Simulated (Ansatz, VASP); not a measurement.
Si: VASP beside Ansatz

Contents of INCAR:

```
PREC = Accurate
ENCUT = 520
EDIFF = 1E-6
ISMEAR = 0
SIGMA = 0.05
LREAL = F
LASPH = T
NELM = 60
ALGO = Normal
ISIF = 2
LWAVE = F
LCHARG = F
GGA = CA
NBANDS = 11
```

The input KPOINTS:

```
Automatic mesh
0
Gamma
  12 12 12
```

The input POSCAR:

```
Si
1.0
    0.0000000000      2.5568745555      2.6517346016
    2.5568745555      0.0000000000      2.6517346016
    2.5568745555      2.5568745555      0.0000000000
Si
2
Direct
    0.5000000000      0.5000000000      0.5000000000
    0.7500000000      0.7500000000      0.7500000000
```

Input for Ansatz:

```yaml
crystal:
  lattice:
    - [0.0, 2.5568745555, 2.6517346016]
    - [2.5568745555, 0.0, 2.6517346016]
    - [2.5568745555, 2.5568745555, 0.0]
  atoms:
    - { symbol: Si, position: [0.5, 0.5, 0.5] }
    - { symbol: Si, position: [0.75, 0.75, 0.75] }
basis:
  ecutwfc: 420
kpoints:
  mp_grid: { grid: [12, 12, 12] }
hamiltonian:
  xc: lda
  pseudopotentials: { kind: paw, azcp: { folder: soft_1 } }
scf:
  occupations: { method: gaussian, width: 0.05 }
output:
  forces: true
  stress: true
  eigenvalues: true
```

Alike in both runs: task single point; functional LDA; k mesh 12 × 12 × 12; occupations gaussian, width 0.05 eV; no spin polarisation.

|  | VASP | Ansatz |
| --- | --- | --- |
| version | VASP 6.6.1 | Ansatz 0.2.0 |
| potentials or method | VASP PAW LDA potentials, release 64 (Si) | scalar-relativistic, plane waves, PAW |
| plane-wave cutoff (eV) | 520 | 420 |
| valence electrons in the cell | 8 | 8 |

```tsv
	VASP	Ansatz	Ansatz less VASP
gap on the k mesh at the Fermi level (eV)	none	none	-
pressure (GPa)	16.2	16.1	-0.09
largest component of the traceless stress (GPa)	2.36	2.36	+0.004
```

A gap of «none» marks a metal or a gap that the smearing closes. Ansatz warned: «pseudo_functional_mismatch».

Caveats: so large a pressure means that the cell lies far from this level's equilibrium, or that cutoff or potentials fall short (VASP).
